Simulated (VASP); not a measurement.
VASP ran on this input.

File KPOINTS:
```
Regular mesh
0
G
  7 7 7
0 0 0
```

**INCAR**
```
# general
SYSTEM   =  Ni3Fe
PREC     =  Accurate
ENCUT    =  400
LREAL    =  F
LASPH    =  T

# electronic loop
EDIFF    =  1E-6
NELM     =  100
ALGO     =  Normal
LMAXMIX  =  4

# smearing
ISMEAR   =  1
SIGMA    =  0.1

# functional
GGA      =  PE

# spin
ISPIN    =  2
MAGMOM   =  3.0 0.7 0.7 0.7

# ions
IBRION   =  2
NSW      =  40
ISIF     =  2
EDIFFG   =  -0.01

# output
LWAVE    =  F
LCHARG   =  F
LORBIT   =  10
```

File POSCAR:
```
Ni3Fe
1
    3.6210000000     0.0000000000     0.0000000000
    0.0000000000     3.6210000000     0.0000000000
    0.0000000000     0.0000000000     3.6210000000
Fe Ni
1 3
Direct
  0.0331400166   0.0138083402   0.0000000000
  0.0000000000   0.5000000000   0.5000000000
  0.5000000000   0.0000000000   0.5000000000
  0.5000000000   0.5000000000   0.0000000000
```

POTCAR, in this order: Fe Ni (PBE.64 set). Program: vasp_std.

Question: Write an equivalent input for Ansatz.

Answer: One equivalent input (not run):
Ansatz 0.2 input:
```yaml
crystal:
  lattice:
    - [3.6210000, 0.0000000, 0.0000000]
    - [0.0000000, 3.6210000, 0.0000000]
    - [0.0000000, 0.0000000, 3.6210000]
  atoms:
    - { symbol: Fe, position: [0.0331400, 0.0138083, 0.0000000], spin: 3 }
    - { symbol: Ni, position: [0.0000000, 0.5000000, 0.5000000], spin: 0.7 }
    - { symbol: Ni, position: [0.5000000, 0.0000000, 0.5000000], spin: 0.7 }
    - { symbol: Ni, position: [0.5000000, 0.5000000, 0.0000000], spin: 0.7 }
kpoints:
  mp_grid: { grid: [7, 7, 7] }
hamiltonian:
  xc: pbe
  pseudopotentials: { kind: paw }
magnetization: { spin_polarized: true }
scf:
  occupations: { method: methfessel_paxton, width: 0.1 }
  max_iter: 100
relax:
  max_steps: 40
  f_tol: 0.01
output: { forces: true, stress: true, eigenvalues: true }
```
The two are equivalent in intent, not identical: each code has its own PAW files, so the cut-off isn't converted (ENCUT is set for VASP's; basis.ecutwfc is left out, and Ansatz then takes the one that its files recommend); Ansatz stops its SCF on the density residual and VASP on the energy change (EDIFF).

The compound is Ni3Fe in the L1_2 structure. In the starting cell atoms are displaced from their ideal sites. This run relaxes the ions in a fixed cell. Symmetry was kept, so distortions that lower it aren't found.
